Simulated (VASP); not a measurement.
Consider the following.

```yaml
crystal:
  lattice:
    - [4.18262, 0.00000, 0.00000]
    - [0.00000, 4.18262, 0.00000]
    - [0.00000, 0.00000, 4.18262]
  atoms:
    - { symbol: Ba, position: [0.00000, 0.00000, 0.00000] }
    - { symbol: Hf, position: [0.50000, 0.50000, 0.50000] }
    - { symbol: O, position: [0.50000, 0.00000, 0.50000] }
    - { symbol: O, position: [0.00000, 0.50000, 0.50000] }
    - { symbol: O, position: [0.50000, 0.50000, 0.00000] }
```

Method: PBE GGA with D4 dispersion, VASP's PBE PAW potentials (set 64) (plane waves; VASP). Numerical set-up: 520 eV cut-off, 6×6×6 Γ-centred mesh, tetrahedra with Blöchl corrections, potentials Ba_sv Hf_pv O.

The cores are frozen, which limits the accuracy of field gradients.

**Question.** Give the principal components of the electric field gradient (V/Å²) and the asymmetry η at each nucleus.

**Answer.** 
```tsv
atom	Vxx	Vyy	Vzz	η
Ba1	0.0	0.0	0.0	-
Hf2	0.0	0.0	0.0	-
O3	2.5	2.5	-4.9	0.00
O4	2.5	2.5	-4.9	0.00
O5	2.5	2.5	-4.9	0.00
```

The compound is BaHfO3 in the cubic perovskite structure. It was relaxed first.
